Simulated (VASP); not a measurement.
H2CS2O: single point with PBE+D3(BJ)

The system is H2CS2O.

```
S C O H
1.0
     7.97387    0.00000    0.00000
     0.00000    7.97387    0.00000
     0.00000    0.00000    7.97387
S C O H
6 3 3 6
Direct
  0.93470 0.95654 0.63165
  0.06790 0.08605 0.28487
  0.39400 0.23306 0.88283
  0.62616 0.97894 0.08876
  0.07907 0.64297 0.02614
  0.82112 0.47406 0.27542
  0.98948 0.02392 0.44485
  0.52996 0.10888 0.97464
  0.94501 0.55410 0.14257
  0.16653 0.59804 0.57360
  0.40463 0.84239 0.66101
  0.02950 0.33567 0.83865
  0.16763 0.53863 0.68050
  0.10040 0.52461 0.50253
  0.48204 0.74082 0.70499
  0.30517 0.77109 0.62374
  0.06065 0.20912 0.80957
  0.91045 0.31270 0.86882
```

The cell was built by a generator and needn't be a form met in nature.

```yaml
Program: VASP 6.6.1
Task: single point
Functional: PBE
Dispersion: D3(BJ)
Potentials_or_basis: VASP PAW PBE potentials, release 64 (S, C, O, H)
Cutoff: 520 eV
k_mesh: 1 × 1 × 1
Occupations: fermi-dirac, width 0.05 eV
Spin: no spin polarisation
```

The pressure is -2.4 GPa. The largest force is 5.414 eV/Å. The band gap on the k mesh is 3.10 eV, direct and the dispersion energy per atom is -0.058 eV.

Forces in eV/Å, atoms in the order of the input:
```
S    0.405  0.949 -2.726
S    0.783  0.756 -2.234
S    2.532 -1.775  1.284
S   -0.187  0.788 -0.856
S   -1.076 -0.422  0.921
S    0.521  0.364 -0.857
C   -1.142 -1.703  5.011
C   -2.205  0.979 -0.364
C    0.571  0.552  0.219
O    0.127 -0.190  0.292
O    0.877 -3.664  0.904
O   -0.414 -3.644 -0.588
H   -0.214 -0.094  0.043
H   -0.116  0.052 -0.241
H   -1.772  2.786 -1.112
H    0.990  0.934  0.108
H   -0.387  2.712  0.366
H    0.707  0.619 -0.171
```

Stress tensor (GPa, compression positive):
```
-2.34  0.78 -0.28
 0.78 -2.83  1.42
-0.28  1.42 -1.89
```

Levels at points of the mesh, in eV from the valence-band top:
```tsv
k point	band 32	band 33	band 34	band 35	band 36	band 37	band 38	band 39	band 40	band 41
(0.00, 0.00, 0.00)	-0.43	-0.33	-0.25	-0.20	0.00	3.10	3.16	3.22	3.39	3.43
```

Run time: 54 s on 1 thread of AMD EPYC 7R43 64-Core Processor (Zen 3), with other jobs on the host, peak memory 0.41 GiB.

A hybrid or GW would open this gap; PBE tends to underestimate it.
